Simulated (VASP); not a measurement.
Data:

```
Pb
1.0
    0.00000     2.49160     2.49160
    2.49160     0.00000     2.49160
    2.49160     2.49160     0.00000
Pb
1
Direct
  0.00000   0.00000   0.00000
```

Calculation: vdW-DF-cx, VASP's PBE PAW potentials (set 64) (plane waves; VASP). Numerical set-up: 520 eV cut-off, 13×13×13 Γ-centred mesh, first-order Methfessel-Paxton smearing of 0.10 eV, potentials Pb_d.

Q: Give the stress tensor in GPa (positive for a compressed cell).

A: 
```
-1.23   0.00   0.00
 0.00  -1.23   0.00
 0.00   0.00  -1.23
```
The pressure is its mean diagonal, -1.23 GPa.

The compound is Pb in the fcc structure. This cell is one point of a volume scan, at 1.03 of the reference volume.
